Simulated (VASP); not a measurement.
Consider the following.

```yaml
crystal:
  lattice:
    - [1.38000, -2.39023, 0.00000]
    - [1.38000, 2.39023, 0.00000]
    - [0.00000, 0.00000, 4.46000]
  atoms:
    - { symbol: Re, position: [0.33333, 0.66667, 0.25000] }
    - { symbol: Re, position: [0.66667, 0.33333, 0.75000] }
```

The numbers are results of PBE GGA, VASP's PBE PAW potentials (set 64) (plane waves; VASP), not measurements. Run with 400 eV cut-off, 4×4×2 Monkhorst-Pack mesh, first-order Methfessel-Paxton smearing of 0.10 eV, potentials Re.

Gaps are read on the run's mesh, which can miss a band edge. Unless said otherwise, spin-orbit coupling is left out, though it shifts the bands of the heavy elements here.

Q: Predict the energy per atom (σ→0), pressure, band gap (on the k-mesh) with the smallest direct gap where there is one.

A: 
```yaml
band gap (on the k-mesh): none (metal, semimetal or under 0.01 eV)
energy per atom (σ→0): -12.433 eV/atom
pressure: 6.24 GPa
```

The absolute energy has meaning only against runs of the same code, potentials and settings.

The compound is Re in the hcp structure. The cell was not relaxed at this level. The k-mesh is coarse (spacing up to 0.70 per Å, 2π included), so the numbers may not be converged in it. The run is one of a series of settings (KPOINTS 4×4×2 Monkhorst-Pack mesh against the base run), some of them coarse on purpose.
